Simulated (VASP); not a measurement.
A run of VASP 6.6.1:

Contents of INCAR:

```
ALGO = Normal
EDIFF = 1E-6
ENCUT = 520
GGA = PS
ISIF = 2
ISMEAR = 0
LASPH = T
LCHARG = F
LREAL = F
LWAVE = F
NBANDS = 16
NELM = 60
PREC = Accurate
SIGMA = 0.05
```

Contents of KPOINTS:

```
k-points
0
Gamma
  12 12 12
```

The input POSCAR:

```
C
8.4041
    0.146736485465      0.084718349389      0.985544567759
   -0.146736485465      0.084718349389      0.985544567759
    0.000000000000     -0.169436698766      0.985544567759
C
4
Direct
    0.0871730800      0.0871730800      0.0871730800
    0.7538500600      0.7538500600      0.7538500600
    0.2461499400      0.2461499400      0.2461499400
    0.9128269200      0.9128269200      0.9128269200
```

Potentials or basis: VASP PAW PBE potentials, release 64 (C).

Run with:

```bash
$ cat potpaw_PBE.64/C/POTCAR > POTCAR
$ mpirun -np 1 vasp_std > vasp.out
```

Hardware: 1 thread of Intel(R) Xeon(R) Platinum 8559C (Emerald Rapids), with other jobs on the host.

How long does it take, and how much memory?

Wall time 9.8 min on 1 thread of Intel(R) Xeon(R) Platinum 8559C (Emerald Rapids) (shared host), peak memory 0.57 GiB. Counts: scf iterations 13, k points 189.
